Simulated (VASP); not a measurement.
# Fe (Iron-alpha) with PBE + D3(BJ): from relaxation to properties, part 3 of 5

What structure and properties does PBE + D3(BJ) give Fe (Iron-alpha), and how near are they to the measured ones? Left out of this account: 1 further run (phonons: it ended without a result to show). The start is a cell from a database of measured crystal structures.

VASP 6.6.1, plane waves and PAW; the level of theory is named at each step.

Still holding for the runs below: The magnetic order is the lowest of the few collinear ones tried above; longer or canted patterns were not tried. The k-mesh is coarse for a metal.

So far, moment of the cell, from the last line of the log (μB): step 2 (magnetic order: ferromagnetic) 2.25; step 6 (full relaxation (PBE + D3(BJ))) 2.08. The relaxed cell has a = 2.799 Å (conventional setting).

## 7. Second relaxation

Level of this step: PBE with D3(BJ), spin-polarised from a ferromagnetic start (one magnetic atom a cell); plane waves and PAW (Fe) (VASP).

The basis stayed that of the start cell while the cell moved. A rerun from the cell reached resets it; the error of the finite cutoff stays. The mesh changes with the cell too.

INCAR

```
SYSTEM = Fe
PREC = Accurate
ENCUT = 400
EDIFF = 1E-06
NELM = 100
ISMEAR = 1
SIGMA = 0.2
LREAL = .FALSE.
ALGO = Normal
GGA = PE
IVDW = 12
NBANDS = 12
ISPIN = 2
MAGMOM = 2.25
LASPH = .TRUE.
LMAXMIX = 4
LORBIT = 11
LWAVE = .FALSE.
LCHARG = .FALSE.
KPAR = 4
IBRION = 2
NSW = 60
ISIF = 3
EDIFFG = -0.01
```

POSCAR

```
Fe
1.0
   -1.3993069448      1.3993069448      1.3993069448
    1.3993069448     -1.3993069448      1.3993069448
    1.3993069448      1.3993069448     -1.3993069448
Fe
1
Direct
    0.0000000000      0.0000000000      0.0000000000
```

KPOINTS

```
Automatic mesh
0
Gamma
10 10 10
0 0 0
```

The projector-augmented-wave data sets are Fe (PBE family, release 64).

On the command line:

```bash
$ mpirun -np 4 vasp_std
```

The log of the run:

```text
[... set-up lines as in an earlier step ...]
 entering main loop
       N       E                     dE             d eps       ncg     rms          rms(c)
DAV:   1     0.152289524262E+02    0.15229E+02   -0.34058E+03  2560   0.674E+02
DAV:   2    -0.869656895843E+01   -0.23926E+02   -0.22163E+02  2344   0.115E+02
DAV:   3    -0.925340758364E+01   -0.55684E+00   -0.54560E+00  2616   0.201E+01
DAV:   4    -0.925530894224E+01   -0.19014E-02   -0.19011E-02  2528   0.104E+00
DAV:   5    -0.925531952016E+01   -0.10578E-04   -0.10578E-04  2604   0.816E-02    0.118E+01
DAV:   6    -0.830033141420E+01    0.95499E+00   -0.10183E+01  2532   0.423E+01    0.491E+00
DAV:   7    -0.825255441950E+01    0.47777E-01   -0.53594E-01  2584   0.944E+00    0.315E+00
DAV:   8    -0.824982025132E+01    0.27342E-02   -0.94738E-03  2780   0.712E-01    0.154E+00
DAV:   9    -0.824102350212E+01    0.87967E-02   -0.11828E-02  2936   0.783E-01    0.592E-01
DAV:  10    -0.824277215400E+01   -0.17487E-02   -0.11093E-03  2620   0.295E-01    0.249E-01
DAV:  11    -0.824289644780E+01   -0.12429E-03   -0.16221E-03  2560   0.316E-01    0.848E-02
DAV:  12    -0.824294855188E+01   -0.52104E-04   -0.43223E-05  2692   0.540E-02    0.514E-02
DAV:  13    -0.824296344329E+01   -0.14891E-04   -0.17383E-05  2636   0.368E-02    0.726E-03
DAV:  14    -0.824296439397E+01   -0.95068E-06   -0.84005E-07  1340   0.121E-02
   1 F= -.86140185E+01 E0= -.86137517E+01  d E =-.861402E+01  mag=     2.1299
 curvature:   0.00 expect dE= 0.000E+00 dE for cont linesearch  0.000E+00
 trial: gam= 0.00000 g(F)=  0.249E-63 g(S)=  0.499E-03 ort = 0.000E+00 (trialstep = 0.100E+01)
 search vector abs. value=  0.499E-03
 bond charge predicted
       N       E                     dE             d eps       ncg     rms          rms(c)
DAV:   1    -0.825135386956E+01   -0.83904E-02   -0.10078E-01  2472   0.474E+00    0.652E-01
DAV:   2    -0.824657654348E+01    0.47773E-02   -0.43253E-02  2528   0.250E+00    0.560E-01
DAV:   3    -0.824623095838E+01    0.34559E-03   -0.18162E-03  2592   0.556E-01    0.244E-01
DAV:   4    -0.824617240278E+01    0.58556E-04   -0.23622E-05  2564   0.664E-02    0.571E-02
DAV:   5    -0.824612218889E+01    0.50214E-04   -0.58083E-05  2488   0.577E-02    0.102E-02
DAV:   6    -0.824612339706E+01   -0.12082E-05   -0.98161E-07  1872   0.105E-02    0.547E-03
DAV:   7    -0.824612395829E+01   -0.56123E-06   -0.10803E-07  1144   0.335E-03
   2 F= -.86139277E+01 E0= -.86137462E+01  d E =0.908594E-04  mag=     2.1305
 trial-energy change:    0.000091  1 .order    0.000094   -0.000499    0.000687
 step:   0.4208(harm=  0.4208)  dis= 0.00000  next Energy=    -8.614124 (dE=-0.105E-03)
 bond charge predicted
       N       E                     dE             d eps       ncg     rms          rms(c)
DAV:   1    -0.824615926036E+01   -0.35863E-04   -0.33600E-02  2480   0.272E+00    0.370E-01
DAV:   2    -0.824457410160E+01    0.15852E-02   -0.13402E-02  2528   0.141E+00    0.306E-01
DAV:   3    -0.824447643493E+01    0.97667E-04   -0.46547E-04  2592   0.283E-01    0.141E-01
DAV:   4    -0.824445915389E+01    0.17281E-04   -0.64705E-06  2540   0.329E-02    0.312E-02
DAV:   5    -0.824444481899E+01    0.14335E-04   -0.19730E-05  2504   0.314E-02    0.559E-03
DAV:   6    -0.824444462373E+01    0.19527E-06   -0.26948E-07  1308   0.535E-03
   3 F= -.86141272E+01 E0= -.86138985E+01  d E =-.108687E-03  mag=     2.1303
 curvature:  -0.21 expect dE=-0.202E-07 dE for cont linesearch -0.202E-07
 trial: gam= 0.00000 g(F)=  0.176E-63 g(S)=  0.960E-07 ort =-0.692E-05 (trialstep = 0.884E+00)
 search vector abs. value=  0.961E-07
 reached required accuracy - stopping structural energy minimisation
```

It took 6.2 s on 4 MPI ranks of AMD EPYC 9R45, shared host; peak memory 0.48 GiB.

OUTCAR, selected parts (step 7):

```text
   k-points           NKPTS =     47   k-points in BZ     NKDIM =     47   number of bands    NBANDS=     12

   ENCUT  =  400.0 eV  29.40 Ry    5.42 a.u.   3.95  3.95  3.95*2*pi/ulx,y,z

   NELECT =       8.0000    total number of electrons

 Edisp (eV)   -0.36780

 E-fermi :   6.2123

 spin component 1
 k-point     1 :       0.0000    0.0000    0.0000
  band No.  band energies     occupation
    ...
      2       3.7942      1.00000
      3       3.7942      1.00000
      4       3.7942      1.00000
      5       5.0742      1.00000
      6       5.0742      1.00000
      7      31.5170      0.00000
      8      31.5170      0.00000
      9      31.5170      0.00000
     10      36.8167      0.00000
     11      36.8167      0.00000
    ...

 k-point     2 :       0.1000    0.0000    0.0000
  band No.  band energies     occupation
    ...
      2       3.6780      1.00000
      3       3.7788      1.00000
      4       4.0248      1.00000
      5       4.9689      1.00000
      6       5.0843      1.00000
      7      29.1595      0.00000
      8      30.8622      0.00000
      9      31.2776      0.00000
     10      35.8749      0.00000
     11      35.8982      0.00000
    ...

 Edisp (eV)   -0.36968

  Total      -0.00081    -0.00081    -0.00081     0.00000     0.00000     0.00000
  in kB      -0.11865    -0.11865    -0.11865     0.00000     0.00000     0.00000
  external pressure =       -0.12 kB  Pullay stress =        0.00 kB

 POSITION                                       TOTAL-FORCE (eV/Angst)
 -----------------------------------------------------------------------------------
      0.00000      0.00000      0.00000         0.000000     -0.000000      0.000000
 -----------------------------------------------------------------------------------
    total drift:                               -0.000000      0.000000      0.000000

  FREE ENERGIE OF THE ION-ELECTRON SYSTEM (eV)
  ---------------------------------------------------
  free  energy   TOTEN  =        -8.6141272154 eV

  energy  without entropy=       -8.6134411865  energy(sigma->0) =       -8.61389854

 magnetization (x)
# of ion       s       p       d       tot
------------------------------------------
    1       -0.015  -0.064   2.204   2.125

[... 4 parts as in an earlier step ...]

[... 17 further parts left out ...]
```

Step by step:

```
step  energy less that of the first step (eV)  largest force (eV/Å)  pressure (GPa)  volume (Å³)
   1                                   0.0000                0.0000            0.86        10.96
   2                                   0.0001                0.0000           -1.17        11.05
   3                                  -0.0001                0.0000           -0.01        11.00
```

| conventional cell, symmetrised | before | after | change |
| --- | --- | --- | --- |
| a (Å) | 2.799 | 2.802 | +0.1 % |
| b (Å) | 2.799 | 2.802 | +0.1 % |
| c (Å) | 2.799 | 2.802 | +0.1 % |
| volume (Å³/atom) | 10.96 | 11.00 | +0.4 % |

Final coordinates:

```xyz
1
Lattice="-1.4010 1.4010 1.4010 1.4010 -1.4010 1.4010 1.4010 1.4010 -1.4010" Properties=species:S:1:pos:R:3 pbc="T T T"
Fe    0.0000    0.0000    0.0000
```

Numbers from this step:

```
irreducible k-points                              : 47
free energy (TOTEN)                               : -8.614 eV
energy at zero smearing                           : -8.614 eV
Fermi energy                                      : 6.212 eV
pressure                                          : -0.01187 GPa
moment of the cell, from the last line of the log : 2.130 μB
SCF cycles over all ionic steps                   : 27
```

Spin moment in the PAW sphere by atom:

```
atom  spin moment in the PAW sphere (μB)
 Fe1                                2.12
```

It ends with forces that vanish by symmetry and a pressure of -0.01 GPa.

## 8. Single point with fields (PBE + D3(BJ))

A single point on the relaxed cell gives a clean self-consistent state, with density, ELF and potential written out.

INCAR: that of step 7 with these lines changed.

```diff
@@ -18,7 +18,5 @@
 LWAVE = .FALSE.
-LCHARG = .FALSE.
-KPAR = 4
-IBRION = 2
-NSW = 60
-ISIF = 3
-EDIFFG = -0.01
+LCHARG = .TRUE.
+ISIF = 2
+LELF = .TRUE.
+LVHAR = .TRUE.
```

POSCAR

```
Fe
1.0
   -1.4009749092      1.4009749092      1.4009749092
    1.4009749092     -1.4009749092      1.4009749092
    1.4009749092      1.4009749092     -1.4009749092
Fe
1
Direct
    0.0000000000      0.0000000000      0.0000000000
```

KPOINTS is that of step 7.

On the command line:

```bash
$ mpirun -np 4 vasp_std
```

The log of the run:

```text
[banner, memory and clock lines left out]
running    4 mpi-ranks, on    1 nodes
 distrk:  each k-point on    4 cores,    1 groups
 distr:  one band on    1 cores,    4 groups

 POSCAR found type information on POSCAR Fe
 POSCAR found :  1 types and       1 ions
 LDA part: xc-table for (Slater+PW92), standard interpolation
 POSCAR, INCAR and KPOINTS ok, starting setup
 FFT: planning ... GRIDC
 FFT: planning ... GRID_SOFT
 FFT: planning ... GRID
 WAVECAR not read
 entering main loop
       N       E                     dE             d eps       ncg     rms          rms(c)
DAV:   1     0.147695645818E+02    0.14770E+02   -0.34119E+03  2528   0.677E+02
DAV:   2    -0.873807474168E+01   -0.23508E+02   -0.21851E+02  2320   0.114E+02
DAV:   3    -0.925661108947E+01   -0.51854E+00   -0.50986E+00  2668   0.197E+01
DAV:   4    -0.925836005956E+01   -0.17490E-02   -0.17488E-02  2480   0.101E+00
DAV:   5    -0.925837063760E+01   -0.10578E-04   -0.10578E-04  2664   0.813E-02    0.117E+01
DAV:   6    -0.830271198636E+01    0.95566E+00   -0.10265E+01  2536   0.424E+01    0.495E+00
DAV:   7    -0.825422390435E+01    0.48488E-01   -0.55167E-01  2580   0.955E+00    0.317E+00
DAV:   8    -0.825151544602E+01    0.27085E-02   -0.97249E-03  2780   0.719E-01    0.152E+00
DAV:   9    -0.824282111392E+01    0.86943E-02   -0.11115E-02  2936   0.742E-01    0.571E-01
DAV:  10    -0.824435188365E+01   -0.15308E-02   -0.40601E-03  2508   0.556E-01    0.214E-01
DAV:  11    -0.824448751225E+01   -0.13563E-03   -0.19314E-04  2952   0.957E-02    0.968E-02
DAV:  12    -0.824455678056E+01   -0.69268E-04   -0.55863E-05  2520   0.598E-02    0.504E-02
DAV:  13    -0.824457229244E+01   -0.15512E-04   -0.19257E-05  2672   0.380E-02    0.752E-03
DAV:  14    -0.824457190281E+01    0.38963E-06   -0.50921E-07  1268   0.960E-03
   1 F= -.86142545E+01 E0= -.86140264E+01  d E =-.684371E-03  mag=     2.1303
```

Elapsed: 4.4 s, on 4 MPI ranks; peak memory 0.37 GiB; 15 s of CPU time.

OUTCAR, selected parts (step 8):

```text
   ENCUT  =  400.0 eV  29.40 Ry    5.42 a.u.   3.96  3.96  3.96*2*pi/ulx,y,z

   NELECT =       8.0000    total number of electrons

 E-fermi :   6.2123

 spin component 1
 k-point     1 :       0.0000    0.0000    0.0000
  band No.  band energies     occupation
    ...
      2       3.7942      1.00000
      3       3.7942      1.00000
      4       3.7942      1.00000
      5       5.0742      1.00000
      6       5.0742      1.00000
      7      31.5169      0.00000
      8      31.5169      0.00000
      9      31.5169      0.00000
     10      36.8166      0.00000
     11      36.8166      0.00000
    ...

 k-point     2 :       0.1000    0.0000    0.0000
  band No.  band energies     occupation
    ...
      2       3.6780      1.00000
      3       3.7788      1.00000
      4       4.0249      1.00000
      5       4.9689      1.00000
      6       5.0843      1.00000
      7      29.1595      0.00000
      8      30.8621      0.00000
      9      31.2775      0.00000
     10      35.8750      0.00000
     11      35.8981      0.00000
    ...

 Edisp (eV)   -0.36968

  Total      -0.00187    -0.00187    -0.00187    -0.00000    -0.00000     0.00000
  in kB      -0.27268    -0.27268    -0.27268    -0.00000    -0.00000     0.00000
  external pressure =       -0.27 kB  Pullay stress =        0.00 kB

 POSITION                                       TOTAL-FORCE (eV/Angst)
 -----------------------------------------------------------------------------------
      0.00000      0.00000      0.00000         0.000000      0.000000      0.000000
 -----------------------------------------------------------------------------------
    total drift:                                0.000000      0.000000     -0.000000

  FREE ENERGIE OF THE ION-ELECTRON SYSTEM (eV)
  ---------------------------------------------------
  free  energy   TOTEN  =        -8.6142544945 eV

  energy  without entropy=       -8.6135701232  energy(sigma->0) =       -8.61402637

[... 7 parts as in an earlier step ...]

[... 15 further parts left out ...]
```

With spin, VASP writes an ELF for each channel.

Numbers from this step:

```yaml
scf_cycles: 14
pressure: -0.02727 GPa
```

Valence electrons inside each PAW sphere by angular momentum. Sphere charges, by row:

```
atom  s (e)  p (e)  d (e)  tot (e)
 Fe1    0.5  0.574  6.262    7.336
```

Spin density in the ac plane of the conventional cell at fractional y = 0.000, with atoms of Fe within 0.2 Å of it.

Values in e/Å³, 14 rows by 14 columns, each cell a mean:
```
3.0 2.5 1.6 0.7 0.2 0.0 0.0 0.0 0.0 0.1 0.3 0.9 1.7 2.6
2.1 1.6 0.9 0.4 0.1 0.0 0.0 0.0 0.0 0.0 0.1 0.5 1.1 1.7
1.1 0.8 0.4 0.1 0.0 0.0 0.0 0.0 0.0 0.0 0.1 0.2 0.5 0.9
0.4 0.3 0.1 0.0 0.0 0.0 0.0 0.0 0.0 0.0 0.0 0.1 0.1 0.3
0.1 0.1 0.0 0.0 0.0 0.0 0.0 0.0 0.0 0.0 0.0 0.0 0.0 0.1
0.0 0.0 0.0 0.0 0.0 0.0 0.0 0.0 0.0 0.0 0.0 0.0 0.0 0.0
0.0 0.0 0.0 0.0 0.0 0.0 0.0 0.0 0.0 0.0 0.0 0.0 0.0 0.0
0.0 0.0 0.0 0.0 0.0 0.0 0.0 0.0 0.0 0.0 0.0 0.0 0.0 0.0
0.1 0.0 0.0 0.0 0.0 0.0 0.0 0.0 0.0 0.0 0.0 0.0 0.0 0.0
0.3 0.2 0.1 0.0 0.0 0.0 0.0 0.0 0.0 0.0 0.0 0.0 0.1 0.2
0.9 0.7 0.3 0.1 0.0 0.0 0.0 0.0 0.0 0.0 0.0 0.1 0.4 0.7
1.9 1.5 0.8 0.3 0.1 0.0 0.0 0.0 0.0 0.0 0.1 0.4 0.9 1.6
2.9 2.3 1.5 0.7 0.2 0.0 0.0 0.0 0.0 0.1 0.3 0.8 1.6 2.5
3.4 2.9 1.9 0.9 0.3 0.1 0.0 0.0 0.0 0.1 0.4 1.1 2.1 3.0
```
Columns run along a (2.8 Å), rows up along c (2.8 Å), edges of the conventional cell, whose origin can differ from the input's. Atoms in or near the plane, at fractional coordinates: Fe at (0.00, 0.00).

Electrostatic potential energy in the ac plane of the conventional cell at fractional y = 0.000, with atoms of Fe within 0.2 Å of it. With pseudopotentials it is smooth inside the atoms' cores, unlike the true potential.

Values in eV, 14 rows by 14 columns, each cell a mean:
```
-29 -28 -24 -18 -11  -4   0   1  -1  -5 -13 -20 -25 -28
-27 -25 -21 -16  -9  -3   0   1   0  -3 -11 -17 -22 -25
-21 -19 -16 -11  -5  -1   1   1   0  -2  -7 -13 -17 -20
-14 -13 -10  -5  -2   0   1   1   1   0  -2  -7 -11 -13
 -6  -5  -3  -1   0   1   1   1   1   1   0  -2  -3  -5
 -1  -1   0   1   1   1   1   1   1   1   1   0   0  -1
  1   1   1   1   1   1   1   1   1   1   1   1   1   1
  0   0   0   1   1   1   1   1   1   1   1   1   0   0
 -5  -4  -2  -1   0   1   1   1   1   1   0  -1  -3  -4
-12 -11  -8  -4  -1   0   1   1   1   0  -2  -5  -9 -11
-19 -18 -15 -10  -4  -1   1   1   1  -1  -5 -11 -16 -18
-26 -24 -20 -15  -8  -2   0   1   0  -3 -10 -16 -21 -24
-28 -27 -24 -18 -11  -4   0   1  -1  -5 -13 -19 -25 -28
-29 -28 -26 -19 -12  -5   0   1  -1  -6 -14 -21 -27 -29
```
Columns run along a (2.8 Å; values clipped at the 3rd and 97th percentile), rows up along c (2.8 Å), edges of the conventional cell, whose origin can differ from the input's. Atoms in or near the plane, at fractional coordinates: Fe at (0.00, 0.00).

Valence density in the ac plane of the conventional cell at fractional y = 0.000, with atoms of Fe within 0.2 Å of it. It is the smooth field of the valence electrons, not physical close to the nuclei.

Ten even steps from '0' (0.3 e/Å³) to '9' (8.1 e/Å³), each cell a mean:
```
87410000000247
54210000000134
22100000000012
00000000000000
00000000000000
00000000000000
00000000000000
00000000000000
00000000000000
00000000000000
11000000000011
44200000000124
86410000000247
98410000000258
```
Columns run along a (2.8 Å), rows up along c (2.8 Å), edges of the conventional cell, whose origin can differ from the input's. Atoms in or near the plane, at fractional coordinates: Fe at (0.00, 0.00).

In this run the pressure is -0.03 GPa, small enough to go on.

[end of part 3 of 5]

[Lines on the potential files, build, host, timing and source positions are cut from VASP's logs without a mark.]

[Logs are printed without paths, hosts, clocks, repeated set-up lines and the standing remarks that a program may print on its own settings, such as how far it seeks lower states.]

[Hosts, paths, dates, database ids (printed as entryN), source tags and the programs' standing remarks are cut or masked in the printed files.]

[Measured values are set beside computed ones only where the two were judged alike; some that the calculation misses by far are left out.]
